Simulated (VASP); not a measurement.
An input for Ansatz (written as the equivalent of a VASP run, and not itself run):

Ansatz 0.2 input:
```yaml
crystal:
  lattice:
    - [3.2767613, 0.0000000, 0.0000000]
    - [0.0000000, 3.2767613, 0.0000000]
    - [0.0000000, 0.0000000, 3.2767613]
  atoms:
    - { symbol: La, position: [0.0000000, 0.0000000, 0.0000000] }
    - { symbol: C, position: [0.5000000, 0.5000000, 0.5000000] }
kpoints:
  mp_grid: { grid: [10, 10, 10] }
hamiltonian:
  xc: pbe
  pseudopotentials: { kind: paw }
scf:
  occupations: { method: methfessel_paxton, width: 0.1 }
  max_iter: 100
relax:
  max_steps: 60
  f_tol: 0.01
  cell: {}
output: { forces: true, stress: true, eigenvalues: true }
```

Question: Translate this input to VASP (INCAR, KPOINTS, POSCAR, choice of POTCAR).

Answer: One answer among several that fit: 
**INCAR**
```
ISMEAR = 1   # Methfessel-Paxton
IBRION = 2   # conjugate gradients
PREC = Accurate
ISIF = 3   # ions, shape and volume
GGA = PE
EDIFFG = -0.01
NSW = 60
ALGO = Normal
LMAXMIX = 6
LASPH = .TRUE.   # aspherical one-centre terms
SYSTEM = LaC
NELM = 100   # most electronic steps
ENCUT = 520   # plane-wave cut-off (eV)
LWAVE = .FALSE.
EDIFF = 1E-6   # SCF stop (eV)
LCHARG = .FALSE.
SIGMA = 0.1
LREAL = .FALSE.   # projection in real space or not
```

**KPOINTS**
```
Regular mesh
0
Gamma
  10 10 10
0 0 0
```

**POSCAR**
```
LaC
1
    3.2767613385    -0.0000000000     0.0000000000
   -0.0000000000     3.2767613385     0.0000000000
   -0.0000000000    -0.0000000000     3.2767613385
La C
1 1
Direct
  0.0000000000   0.0000000000   0.0000000000
  0.5000000000   0.5000000000   0.5000000000
```

POTCAR, in this order: La C (PBE.64 set). Program: vasp_std.

Limits of the translation: each code has its own PAW files, so the cut-off isn't converted (ENCUT is set for VASP's; basis.ecutwfc is left out, and Ansatz then takes the one that its files recommend); Ansatz stops its SCF on the density residual and VASP on the energy change (EDIFF).

The structure was generated: LaC was put into the CsCl type type (Pm-3m), which need not be its known phase. This run relaxes it. Symmetry was kept, so distortions that lower it aren't found. The start is the result of an earlier pass.
